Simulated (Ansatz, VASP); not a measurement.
# Al (Al wire along [110], 5 atoms a period): VASP beside Ansatz, part 2 of 2

Wanted: the spread between two codes on one cell, functional and k mesh. Of the first pair: The structure shown is the start of the Ansatz relaxation below; VASP solves that cell, so the two are compared at the walk's first step.

VASP 6.6.1 and Ansatz 0.2.0.

So far: Starting point; Ansatz: relaxation, PBE; VASP: single point, PBE, start cell, pair 1.

## (4) Side by side

Known differences besides the potentials themselves: the cutoff is 420 eV in Ansatz and 400 eV in VASP. Total energies have different zeros and are not compared.

Forces (eV/Å; atoms numbered as in POSCAR):

| atom | Ansatz x, y, z | VASP x, y, z |
| --- | --- | --- |
| Al1 | -0.205, -0.036, 0.000 | -0.204, -0.036, 0.000 |
| Al2 | 0.160, -0.044, 0.000 | 0.160, -0.044, 0.000 |
| Al3 | -0.047, 0.407, 0.000 | -0.049, 0.407, 0.000 |
| Al4 | -0.107, -0.104, 0.000 | -0.107, -0.104, 0.000 |
| Al5 | 0.200, -0.224, 0.000 | 0.199, -0.224, 0.000 |

The forces differ by 0.5 meV/Å r.m.s., which is 0.3 % of the r.m.s. force of 0.153 eV/Å (both taken over all components).

## (5) Ansatz: relaxation, PBE

This run makes the geometry at which the two programs are then compared. The cell compared in this pair holds 308.80 Å³, against 343.27 Å³ for the pair before.

The structure compared here is the end of the Ansatz relaxation.

The input, input.yaml:

```yaml
crystal:
  lattice:
    - [10.84, 0.0, 0.0]
    - [0.0, 11.085, 0.0]
    - [0.0, 0.0, 2.856711396]
  atoms:
    - { symbol: Al, position: [0.5, 0.435575616, 0.0] }
    - { symbol: Al, position: [0.313653137, 0.564430437, 0.5] }
    - { symbol: Al, position: [0.686346863, 0.306720794, 0.5] }
    - { symbol: Al, position: [0.686346863, 0.564430437, 0.5] }
    - { symbol: Al, position: [0.5, 0.693285259, 0.0] }
kpoints:
  mp_grid: { grid: [1, 1, 29] }
scf:
  occupations: { method: fermi_dirac, width: 0.05 }
hamiltonian:
  xc: pbe
relax:
  cell: { fix: [a, b, alpha, beta, gamma] }
  max_steps: 60
```

Launch:

```bash
ansatz run input.yaml --threads 4 --pin off --max-ram 16384MiB --backend cpu --events-out ev --progress --plain --runs-dir out
```

Numbers of over 12 decimals in the logs are rounded to 6 here.

What it wrote:

```text
[...]
Crystal: 5 atoms, lattice volume = 343.266 Å³
Basis set: ecut = 420 eV, 6737 PW (Γ), exchange–correlation on 150×150×40 points (8 copies of the dense FFT grid, shifted against one another)
Bands: 13, of which v1, the nominal top of the filled ones, is band 8 counted from 1 (7 counted from 0)
Symmetry: 2 space group operations
[...]
k-points: 15 of 29
[...]
cell:  # Å, volume = 308.8024 Å³
    - [10.84, 0, 0.0]
    - [0, 11.085, 0.0]
    - [0.0, 0.0, 2.569897]
  atoms:
    - { symbol: Al, position: [0.511282, 0.425367, 0.0] }
    - { symbol: Al, position: [0.301017, 0.511561, 0.500000] }
    - { symbol: Al, position: [0.725290, 0.352339, 0.500000] }
    - { symbol: Al, position: [0.683834, 0.596954, 0.500000] }
    - { symbol: Al, position: [0.464923, 0.678222, 0.0] }
[key lines of the parts left out:]
SCF converged after 5 iterations
Free energy (F): -2684.318993 eV
Fermi energy:    -0.875546 eV
P = ⅓ Tr σ = 0.0296 GPa (0.296 kbar)
```

## (6) VASP: single point, PBE, relaxed cell, pair 2

The same cell, functional, mesh and smearing now go to VASP, with its own data sets.

The input, INCAR:

```
SYSTEM = Al
PREC = Accurate
ENCUT = 500
EDIFF = 1E-06
NELM = 120
ISMEAR = -1
SIGMA = 0.05
LREAL = .FALSE.
ALGO = Normal
GGA = PE
NBANDS = 13
LORBIT = 11
LWAVE = .FALSE.
LCHARG = .FALSE.
ISIF = 2
LASPH = .TRUE.
GGA_COMPAT = .FALSE.
KPAR = 2
```

The input, POSCAR:

```
Al
1.0
   10.8400000000      0.0000000000      0.0000000000
    0.0000000000     11.0850000000      0.0000000000
    0.0000000000      0.0000000000      2.5698969837
Al
5
Direct
    0.5112816448      0.4253669479      0.0000000000
    0.3010173469      0.5115612817      0.5000000000
    0.7252903396      0.3523389638      0.5000000000
    0.6838342665      0.5969537098      0.5000000000
    0.4649232652      0.6782216399      0.0000000000
```

The input, KPOINTS:

```
Automatic mesh
0
Gamma
1 1 29
0 0 0
```

The projector-augmented-wave data sets are Al (PBE family, release 64).

Launch:

```bash
mpirun -np 2 vasp_std
```

What it wrote:

```text
[... set-up lines as in an earlier step ...]
 entering main loop
       N       E                     dE             d eps       ncg     rms          rms(c)
DAV:   1     0.413215412380E+02    0.41322E+02   -0.40903E+03   390   0.724E+02
DAV:   2    -0.140613626090E+02   -0.55383E+02   -0.52728E+02   553   0.112E+02
DAV:   3    -0.168073777371E+02   -0.27460E+01   -0.26974E+01   513   0.263E+01
DAV:   4    -0.169029177597E+02   -0.95540E-01   -0.95449E-01   547   0.632E+00
[...]
DAV:  16    -0.155396470170E+02   -0.15520E-04   -0.65371E-06   485   0.156E-02    0.193E-03
DAV:  17    -0.155396482000E+02   -0.11830E-05   -0.72384E-07   335   0.505E-03    0.848E-04
DAV:  18    -0.155396483798E+02   -0.17983E-06   -0.30810E-07   270   0.375E-03
   1 F= -.15539648E+02 E0= -.15527405E+02  d E =-.244862E-01
```

OUTCAR, selected parts (step 6):

```text
  Total        0.2516166     -0.0776469     -0.0607909      0.0328711      0.0000000      0.0000000
  in kB        1.3054768     -0.4028599     -0.3154049      0.1705468      0.0000000      0.0000000
  external PRESSURE =       0.1957374 kB  Pullay stress =       0.0000000 kB

 POSITION                                       TOTAL-FORCE (eV/Angst)
 -----------------------------------------------------------------------------------
      5.54229      4.71519      0.00000         0.002361      0.003129      0.000000
      3.26303      5.67066      1.28495         0.007150      0.000398      0.000000
      7.86215      3.90568      1.28495        -0.005097      0.004212      0.000000
      7.41276      6.61723      1.28495        -0.005398     -0.003692      0.000000
      5.03977      7.51809      0.00000         0.000984     -0.004048      0.000000
 -----------------------------------------------------------------------------------
    total drift:                               -0.000031     -0.000070     -0.000000

  FREE ENERGIE OF THE ION-ELECTRON SYSTEM (eV)
  ---------------------------------------------------
  free  energy   TOTEN  =       -15.5396483798 eV

  energy  without entropy=      -15.5151621914  energy(sigma->0) =      -15.52740529

[... 1 part as in an earlier step ...]

[... 2 further parts left out ...]
[key lines of the parts left out:]
E-fermi :  -0.8613
```

## (7) Side by side

What differs besides the data sets and the points named for the pairs above, as far as they apply: the cutoff is 420 eV in Ansatz and 500 eV in VASP; Ansatz's pressure holds a Pulay correction, VASP's none. Total energies have different zeros and are not compared.

The two programs side by side:

| quantity | Ansatz | VASP | difference |
| --- | --- | --- | --- |
| pressure (GPa) | 0.03 | 0.02 | +0.01 |

## (8) Outcome

| Item | Value |
| --- | --- |
| r.m.s. force difference (single point, PBE, start cell, pair 1) | 0.5 meV/Å |
| difference in pressure (single point, PBE, relaxed cell, pair 2) | 0.0100 GPa |

What this shows: The r.m.s. force difference is 0.5 meV/Å (single point, PBE, start cell, pair 1), within the 12 meV/Å picked in this series as the mark of a large difference. Such differences can come from data sets, numerical settings and the points named under the comparisons, not from the functional's error against experiment.

[Lines on the potential files, build, host, timing and source positions are cut from VASP's logs without a mark.]

[Logs are printed without paths, hosts, clocks, repeated set-up lines and the standing remarks that a program may print on its own settings, such as how far it seeks lower states.]

[Hosts, paths, dates, database ids (printed as entryN), source tags and the programs' standing remarks are cut or masked in the printed files.]
